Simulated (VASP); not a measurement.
# Band gap of BP: cutoff, mesh and cell

Aim: test what besides the functional moves the gap of BP. The starting structure is a measured crystal structure from the Crystallography Open Database. Cell and atoms stay as given unless a step says otherwise.

Main program and level: VASP 6.6.1; Kohn-Sham DFT with plane waves and PAW; LDA.

## (1) The structure

The structure is cubic, space group F-43m (No. 216). Conventional cell: a = 4.538 Å, b = 4.538 Å, c = 4.538 Å, α = 90.00°, β = 90.00°, γ = 90.00°. P has 4 B at 1.97 Å nearest. B has 4 P at 1.97 Å nearest. Farther neighbours are not listed.

Structure file:

```cif
data_structure
_symmetry_space_group_name_H-M 'P 1'
_symmetry_Int_Tables_number 1
_cell_length_a 3.2089
_cell_length_b 3.2089
_cell_length_c 3.2089
_cell_angle_alpha 60.000
_cell_angle_beta 60.000
_cell_angle_gamma 60.000
_cell_volume 23.36
loop_
_atom_site_label
_atom_site_type_symbol
_atom_site_fract_x
_atom_site_fract_y
_atom_site_fract_z
_atom_site_occupancy
P1 P 0.75000 0.75000 0.75000 1
B2 B 0.00000 0.00000 0.00000 1
```

## (2) Reference bands

INCAR reads:

```
SYSTEM = BP
PREC = Accurate
ENCUT = 370
EDIFF = 1E-06
NELM = 100
ISMEAR = 0
SIGMA = 0.03
LREAL = .FALSE.
ALGO = Normal
GGA = CA
NBANDS = 16
LORBIT = 11
LWAVE = .FALSE.
LCHARG = .FALSE.
KPAR = 8
LASPH = .TRUE.
```

POSCAR reads:

```
BP
1.0
    0.0000000000      2.2690000000      2.2690000000
    2.2690000000      0.0000000000      2.2690000000
    2.2690000000      2.2690000000      0.0000000000
P B
1 1
Direct
    0.7500000000      0.7500000000      0.7500000000
    0.0000000000      0.0000000000      0.0000000000
```

KPOINTS reads:

```
Automatic mesh
0
Gamma
8 8 8
0 0 0
```

KPOINTS_OPT reads:

```
Line mode
10
Line-mode
Reciprocal
  0.00000000   0.00000000   0.00000000 GAMMA
  0.50000000   0.00000000   0.50000000 X

  0.50000000   0.00000000   0.50000000 X
  0.50000000   0.25000000   0.75000000 W

  0.50000000   0.25000000   0.75000000 W
  0.37500000   0.37500000   0.75000000 K

  0.37500000   0.37500000   0.75000000 K
  0.00000000   0.00000000   0.00000000 GAMMA

  0.00000000   0.00000000   0.00000000 GAMMA
  0.50000000   0.50000000   0.50000000 L

  0.50000000   0.50000000   0.50000000 L
  0.62500000   0.25000000   0.62500000 U

  0.62500000   0.25000000   0.62500000 U
  0.50000000   0.25000000   0.75000000 W

  0.50000000   0.25000000   0.75000000 W
  0.50000000   0.50000000   0.50000000 L

  0.50000000   0.50000000   0.50000000 L
  0.37500000   0.37500000   0.75000000 K

  0.62500000   0.25000000   0.62500000 U
  0.50000000   0.00000000   0.50000000 X
```

Potentials, in the order of the species: P and B (LDA family, release 64).

Run with:

```bash
> mpirun -np 8 vasp_std
```

Log:

```text
[banner, memory and clock lines left out]
running    8 mpi-ranks, on    1 nodes
 distrk:  each k-point on    1 cores,    8 groups
 distr:  one band on    1 cores,    1 groups

 POSCAR found type information on POSCAR P B
 POSCAR found :  2 types and       2 ions
|                                                                             |
|           W    W    AA    RRRRR   N    N  II  N    N   GGGG   !!!           |
|           W    W   A  A   R    R  NN   N  II  NN   N  G    G  !!!           |
|           W    W  A    A  R    R  N N  N  II  N N  N  G       !!!           |
|           W WW W  AAAAAA  RRRRR   N  N N  II  N  N N  G  GGG   !            |
|           WW  WW  A    A  R   R   N   NN  II  N   NN  G    G                |
|           W    W  A    A  R    R  N    N  II  N    N   GGGG   !!!           |
|                                                                             |
|     For optimal performance we recommend to set                             |
|       NCORE = 2 up to number-of-cores-per-socket                            |
|     NCORE specifies how many cores store one orbital (NPAR=cpu/NCORE).      |
|     This setting can greatly improve the performance of VASP for DFT.       |
|     The default, NCORE=1 might be grossly inefficient on modern             |
|     multi-core architectures or massively parallel machines. Do your        |
|     Unfortunately you need to use the default for GW and RPA                |
|     calculations (for HF NCORE is supported but not extensively tested      |
|     yet).                                                                   |
|                                                                             |

 LDA part: xc-table for (Slater(with rela. corr.)+CA(PZ))
 , standard interpolation
 POSCAR, INCAR and KPOINTS ok, starting setup
 FFT: planning ... GRIDC
 FFT: planning ... GRID_SOFT
 FFT: planning ... GRID
 WAVECAR not read
 entering main loop
       N       E                     dE             d eps       ncg     rms          rms(c)
DAV:   1     0.397140482617E+01    0.39714E+01   -0.31356E+03   928   0.353E+02
DAV:   2    -0.148162483196E+02   -0.18788E+02   -0.18117E+02  1256   0.797E+01
DAV:   3    -0.152083639768E+02   -0.39212E+00   -0.39186E+00  1080   0.952E+00
DAV:   4    -0.152091490469E+02   -0.78507E-03   -0.78506E-03  1248   0.533E-01
DAV:   5    -0.152091512739E+02   -0.22271E-05   -0.22272E-05  1072   0.266E-02    0.734E+00
DAV:   6    -0.145098347549E+02    0.69932E+00   -0.14050E+00  1176   0.368E+00    0.374E+00
DAV:   7    -0.143963548507E+02    0.11348E+00   -0.20735E-01  1176   0.169E+00    0.135E+00
DAV:   8    -0.143838308572E+02    0.12524E-01   -0.22834E-02  1240   0.635E-01    0.217E-01
DAV:   9    -0.143838853701E+02   -0.54513E-04   -0.84876E-04  1008   0.145E-01    0.106E-01
DAV:  10    -0.143838706301E+02    0.14740E-04   -0.83884E-05  1208   0.397E-02    0.222E-02
DAV:  11    -0.143838702629E+02    0.36725E-06   -0.12909E-06  1008   0.617E-03
   1 F= -.14383870E+02 E0= -.14383870E+02  d E =-.331480E-27
 Start KPOINTS_OPT (optional k-point list driver)
k-point batch [1-29\100]
       N       E                     dE             ncg
DAV:   1     0.717298189475E+03   -0.64112E+04      928
DAV:   2     0.197597573818E+03   -0.51970E+03     1264
DAV:   3     0.185916863282E+03   -0.11681E+02     1112
DAV:   4     0.185892630199E+03   -0.24233E-01     1240
DAV:   5     0.185892560293E+03   -0.69906E-04     1088
DAV:   6     0.185892560042E+03   -0.25102E-06     1136
[...]
k-point batch [88-100\100]
       N       E                     dE             ncg
DAV:   1     0.438166074826E+04   -0.36942E+04      424
DAV:   2     0.415194438607E+04   -0.22972E+03      544
DAV:   3     0.414736372690E+04   -0.45807E+01      544
DAV:   4     0.414735403634E+04   -0.96906E-02      496
DAV:   5     0.414735400771E+04   -0.28633E-04      552
DAV:   6     0.414735400760E+04   -0.11315E-06      488
```

Run time: 2.6 s. Hardware: 8 MPI ranks of Intel Xeon Platinum 8259CL at 2.50GHz (Skylake/Cascade Lake), shared host; peak memory 0.9 GiB; 16 s of CPU time.

Lines that name or quote the potential files are left out of all logs, and their timing lines are given in words.

Parts of OUTCAR (step 2):

```text
ion  position               nearest neighbor table
   1  0.750  0.750  0.750-   2 1.97   2 1.97   2 1.97   2 1.97
   2  0.000  0.000  0.000-   1 1.97   1 1.97   1 1.97   1 1.97

  LATTYP: Found a face centered cubic cell.
 ALAT       =     4.5380000000

 Subroutine GETGRP returns: Found 24 space group operations
 (whereof 24 operations were pure point group operations)

The static configuration has the point symmetry T_d .

 Found     29 irreducible k-points:

   k-points           NKPTS =     29   k-points in BZ     NKDIM =     29   number of bands    NBANDS=     16

   dimension x,y,z NGX =    20 NGY =   20 NGZ =   20
   dimension x,y,z NGXF=    40 NGYF=   40 NGZF=   40

   ENCUT  =  370.0 eV  27.19 Ry    5.21 a.u.   5.03  5.03  5.03*2*pi/ulx,y,z

   NELECT =       8.0000    total number of electrons

 k-points in reciprocal lattice and weights: Automatic mesh
   0.00000000  0.00000000  0.00000000       0.002
   0.12500000  0.00000000  0.00000000       0.016
   0.25000000  0.00000000  0.00000000       0.016
   0.37500000  0.00000000  0.00000000       0.016
   0.50000000  0.00000000  0.00000000       0.008
   0.12500000  0.12500000  0.00000000       0.012
   0.25000000  0.12500000  0.00000000       0.047
   0.37500000  0.12500000  0.00000000       0.047
   0.50000000  0.12500000  0.00000000       0.047
[...]
-0.37500000  0.50000000  0.12500000       0.023
  -0.25000000  0.50000000  0.25000000       0.012

 average (electrostatic) potential at core
       1 -82.2671       2 -30.0034

 E-fermi :   7.6285

 k-point     1 :       0.0000    0.0000    0.0000
  band No.  band energies     occupation
      1      -7.9835      2.00000
      2       7.4079      2.00000
      3       7.4079      2.00000
      4       7.4079      2.00000
      5      10.7859      0.00000
      6      10.7859      0.00000
      7      10.7859      0.00000
      8      14.7760      0.00000
      9      18.6629      0.00000
    ...

 k-point     2 :       0.1250    0.0000    0.0000
  band No.  band energies     occupation
      1      -7.7028      2.00000
      2       5.5657      2.00000
      3       6.9810      2.00000
      4       6.9810      2.00000
      5      11.3098      0.00000
      6      11.3746      0.00000
      7      11.3746      0.00000
      8      15.5385      0.00000
      9      18.6408      0.00000
    ...

 k-point     3 :       0.2500    0.0000    0.0000
  band No.  band energies     occupation
      1      -6.8789      2.00000
      2       2.5854      2.00000
      3       6.2953      2.00000
      4       6.2953      2.00000
      5      11.3884      0.00000
      6      12.1395      0.00000
      7      12.1395      0.00000
      8      16.8953      0.00000
      9      18.3591      0.00000
    ...

  Total       -0.7828240     -0.7828240     -0.7828240      0.0000000      0.0000000     -0.0000000
  in kB      -53.6835484    -53.6835484    -53.6835484      0.0000000      0.0000000     -0.0000000
  external PRESSURE =     -53.6835484 kB  Pullay stress =       0.0000000 kB

  energy-cutoff  :      370.00
  volume of cell :       23.36
      direct lattice vectors                 reciprocal lattice vectors
     0.000000000  2.269000000  2.269000000    -0.220361393  0.220361393  0.220361393
     2.269000000  0.000000000  2.269000000     0.220361393 -0.220361393  0.220361393
     2.269000000  2.269000000  0.000000000     0.220361393  0.220361393 -0.220361393

 POSITION                                       TOTAL-FORCE (eV/Angst)
 -----------------------------------------------------------------------------------
      3.40350      3.40350      3.40350        -0.000000     -0.000000     -0.000000
      0.00000      0.00000      0.00000         0.000000      0.000000      0.000000
 -----------------------------------------------------------------------------------
    total drift:                               -0.000000     -0.000000     -0.000000

  FREE ENERGIE OF THE ION-ELECTRON SYSTEM (eV)
  ---------------------------------------------------
  free  energy   TOTEN  =       -14.3838702629 eV

  energy  without entropy=      -14.3838702629  energy(sigma->0) =      -14.38387026

 total charge
# of ion       s       p       d       tot
------------------------------------------
    1        0.994   1.581   0.000   2.576
    2        0.661   1.282   0.000   1.944
--------------------------------------------------
tot          1.656   2.864   0.000   4.519

[... 3 further parts left out ...]
```

At this level the cell is under a tension of 5.4 GPa, so at these settings it is away from equilibrium.

The reference gap is 1.196 eV.

## (3) Bands with cell and atoms relaxed by LDA

Against step 2 the input has another starting structure. The cell comes from a relaxation at this level, not shown (22.63 Å³).

INCAR is that of step 2.

POSCAR reads:

```
BP
1.0
    0.0000000000      2.2450185634      2.2450185634
    2.2450185634      0.0000000000      2.2450185634
    2.2450185634      2.2450185634      0.0000000000
P B
1 1
Direct
    0.7500000000      0.7500000000      0.7500000000
    0.0000000000      0.0000000000      0.0000000000
```

KPOINTS is that of step 2.

KPOINTS_OPT is that of step 2.

Run with:

```bash
> mpirun -np 8 vasp_std
```

Log:

```text
[banner, memory and clock lines left out]
running    8 mpi-ranks, on    1 nodes
[...]
[... a notice as in an earlier step ...]

 LDA part: xc-table for (Slater(with rela. corr.)+CA(PZ))
 , standard interpolation
 POSCAR, INCAR and KPOINTS ok, starting setup
[...]
entering main loop
       N       E                     dE             d eps       ncg     rms          rms(c)
DAV:   1     0.373057505912E+01    0.37306E+01   -0.32144E+03   928   0.349E+02
DAV:   2    -0.149387445406E+02   -0.18669E+02   -0.18058E+02  1280   0.802E+01
DAV:   3    -0.152965470983E+02   -0.35780E+00   -0.35760E+00  1056   0.906E+00
DAV:   4    -0.152972430443E+02   -0.69595E-03   -0.69594E-03  1272   0.503E-01
[...]
DAV:   9    -0.143960322465E+02   -0.55985E-04   -0.85347E-04  1000   0.147E-01    0.105E-01
DAV:  10    -0.143960157826E+02    0.16464E-04   -0.82144E-05  1256   0.391E-02    0.221E-02
DAV:  11    -0.143960152846E+02    0.49794E-06   -0.13185E-06  1008   0.620E-03
   1 F= -.14396015E+02 E0= -.14396015E+02  d E =-.490909E-11
 Start KPOINTS_OPT (optional k-point list driver)
k-point batch [1-29\100]
       N       E                     dE             ncg
DAV:   1     0.799108434221E+03   -0.65967E+04      928
DAV:   2     0.256559102725E+03   -0.54255E+03     1240
DAV:   3     0.245782041991E+03   -0.10777E+02     1152
DAV:   4     0.245759700165E+03   -0.22342E-01     1224
DAV:   5     0.245759640235E+03   -0.59929E-04     1096
DAV:   6     0.245759640032E+03   -0.20329E-06     1136
[...]
k-point batch [88-100\100]
       N       E                     dE             ncg
DAV:   1     0.463572080296E+04   -0.38914E+04      416
DAV:   2     0.439928542242E+04   -0.23644E+03      544
DAV:   3     0.439463826361E+04   -0.46472E+01      560
DAV:   4     0.439462909805E+04   -0.91656E-02      496
DAV:   5     0.439462907415E+04   -0.23898E-04      576
DAV:   6     0.439462907407E+04   -0.83473E-07      480
```

The job ended after 2.6 s (8 MPI ranks; peak memory 0.92 GiB).

Parts of OUTCAR (step 3):

```text
  Total       -0.0164360     -0.0164360     -0.0164360      0.0000000      0.0000000     -0.0000000
  in kB       -1.1636368     -1.1636368     -1.1636368      0.0000000      0.0000000     -0.0000000
  external PRESSURE =      -1.1636368 kB  Pullay stress =       0.0000000 kB

 POSITION                                       TOTAL-FORCE (eV/Angst)
 -----------------------------------------------------------------------------------
      3.36753      3.36753      3.36753        -0.000000     -0.000000     -0.000000
      0.00000      0.00000      0.00000         0.000000      0.000000      0.000000
 -----------------------------------------------------------------------------------
    total drift:                               -0.000000     -0.000000     -0.000000

  FREE ENERGIE OF THE ION-ELECTRON SYSTEM (eV)
  ---------------------------------------------------
  free  energy   TOTEN  =       -14.3960152846 eV

  energy  without entropy=      -14.3960152846  energy(sigma->0) =      -14.39601528

[... 1 part as in an earlier step ...]

[... 2 further parts left out ...]
[key lines of the parts left out:]
E-fermi :   7.9150
```

With cell and atoms relaxed by LDA the gap is 1.162 eV, -0.034 eV from the reference.

## (4) Bands with no band path

Against step 2 the input has no band path (also changed: NBANDS).

Edit INCAR of step 3 so:

```diff
@@ -10,3 +10,3 @@
 GGA = CA
-NBANDS = 16
+NBANDS = 10
 LORBIT = 11
```

POSCAR reads:

```
BP
1.0
    0.0000000000      2.2690000000      2.2690000000
    2.2690000000      0.0000000000      2.2690000000
    2.2690000000      2.2690000000      0.0000000000
P B
1 1
Direct
    0.7500000000      0.7500000000      0.7500000000
    0.0000000000      0.0000000000      0.0000000000
```

KPOINTS is that of step 3.

Run with:

```bash
> mpirun -np 8 vasp_std
```

Log:

```text
[... set-up lines as in an earlier step ...]
 entering main loop
       N       E                     dE             d eps       ncg     rms          rms(c)
DAV:   1     0.288442445802E+01    0.28844E+01   -0.34009E+03   580   0.557E+02
DAV:   2    -0.147815755742E+02   -0.17666E+02   -0.16459E+02   852   0.902E+01
DAV:   3    -0.152074731056E+02   -0.42590E+00   -0.42500E+00   708   0.132E+01
DAV:   4    -0.152091448937E+02   -0.16718E-02   -0.16716E-02   734   0.957E-01
[...]
DAV:  10    -0.143838686314E+02    0.28023E-05   -0.13950E-04   648   0.692E-02    0.324E-02
DAV:  11    -0.143838708134E+02   -0.21820E-05   -0.61433E-06   746   0.135E-02    0.364E-02
DAV:  12    -0.143838703796E+02    0.43374E-06   -0.20167E-06   370   0.639E-03
   1 F= -.14383870E+02 E0= -.14383870E+02  d E =-.629527E-11
```

Run time: 1.4 s. Hardware: 8 MPI ranks; peak memory 0.85 GiB.

OUTCAR, selected parts (step 4):

```text
  Total       -0.7844624     -0.7844624     -0.7844624      0.0000000      0.0000000     -0.0000000
  in kB      -53.7959075    -53.7959075    -53.7959075      0.0000000      0.0000000     -0.0000000
  external PRESSURE =     -53.7959075 kB  Pullay stress =       0.0000000 kB

 POSITION                                       TOTAL-FORCE (eV/Angst)
 -----------------------------------------------------------------------------------
      3.40350      3.40350      3.40350        -0.000000      0.000000      0.000000
      0.00000      0.00000      0.00000         0.000000     -0.000000     -0.000000
 -----------------------------------------------------------------------------------
    total drift:                               -0.000000     -0.000000     -0.000000

  FREE ENERGIE OF THE ION-ELECTRON SYSTEM (eV)
  ---------------------------------------------------
  free  energy   TOTEN  =       -14.3838703796 eV

  energy  without entropy=      -14.3838703796  energy(sigma->0) =      -14.38387038

[... 1 part as in an earlier step ...]

[... 2 further parts left out ...]
[key lines of the parts left out:]
E-fermi :   7.5304
```

With no band path the gap is 1.216 eV, +0.020 eV from the reference, read on the mesh alone.

## (5) Bands with a cutoff of 520 eV

Against step 2 the input has ENCUT = 520.

Edit INCAR of step 4 so:

```diff
@@ -2,3 +2,3 @@
 PREC = Accurate
-ENCUT = 370
+ENCUT = 520
 EDIFF = 1E-06
@@ -10,3 +10,3 @@
 GGA = CA
-NBANDS = 10
+NBANDS = 16
 LORBIT = 11
```

POSCAR is that of step 4.

KPOINTS is that of step 4.

KPOINTS_OPT is that of step 3.

Run with:

```bash
> mpirun -np 8 vasp_std
```

Log:

```text
[... set-up lines as in an earlier step ...]
 entering main loop
       N       E                     dE             d eps       ncg     rms          rms(c)
DAV:   1     0.834745078290E+01    0.83475E+01   -0.37107E+03   928   0.443E+02
DAV:   2    -0.146535382273E+02   -0.23001E+02   -0.21991E+02  1240   0.966E+01
DAV:   3    -0.152098167517E+02   -0.55628E+00   -0.55560E+00  1120   0.118E+01
DAV:   4    -0.152110760659E+02   -0.12593E-02   -0.12593E-02  1184   0.689E-01
[...]
DAV:   9    -0.143852547509E+02   -0.59188E-04   -0.87761E-04  1032   0.148E-01    0.993E-02
DAV:  10    -0.143852395931E+02    0.15158E-04   -0.86859E-05  1224   0.414E-02    0.210E-02
DAV:  11    -0.143852391921E+02    0.40095E-06   -0.13657E-06  1096   0.673E-03
   1 F= -.14385239E+02 E0= -.14385239E+02  d E =-.290227E-26
 Start KPOINTS_OPT (optional k-point list driver)
k-point batch [1-29\100]
       N       E                     dE             ncg
DAV:   1     0.837716648961E+03   -0.84145E+04      928
DAV:   2     0.200774383207E+03   -0.63694E+03     1248
DAV:   3     0.185823135248E+03   -0.14951E+02     1192
DAV:   4     0.185789510031E+03   -0.33625E-01     1128
DAV:   5     0.185789403541E+03   -0.10649E-03     1240
DAV:   6     0.185789403098E+03   -0.44336E-06     1048
[...]
k-point batch [88-100\100]
       N       E                     dE             ncg
DAV:   1     0.552772537225E+04   -0.43667E+04      416
DAV:   2     0.524985110757E+04   -0.27787E+03      552
DAV:   3     0.524369656593E+04   -0.61545E+01      512
DAV:   4     0.524368281863E+04   -0.13747E-01      560
DAV:   5     0.524368277168E+04   -0.46949E-04      504
DAV:   6     0.524368277147E+04   -0.21261E-06      552
```

Wall time 3 s (8 MPI ranks); peak memory 1.1 GiB; 19 s of CPU time.

(Continued in part 2 of 2.)

[Lines on the potential files, build, host, timing and source positions are cut from VASP's logs without a mark.]

[Logs are printed without paths, hosts, clocks, repeated set-up lines and the standing remarks that a program may print on its own settings, such as how far it seeks lower states.]

[Hosts, paths, dates, database ids (printed as entryN), source tags and the programs' standing remarks are cut or masked in the printed files.]
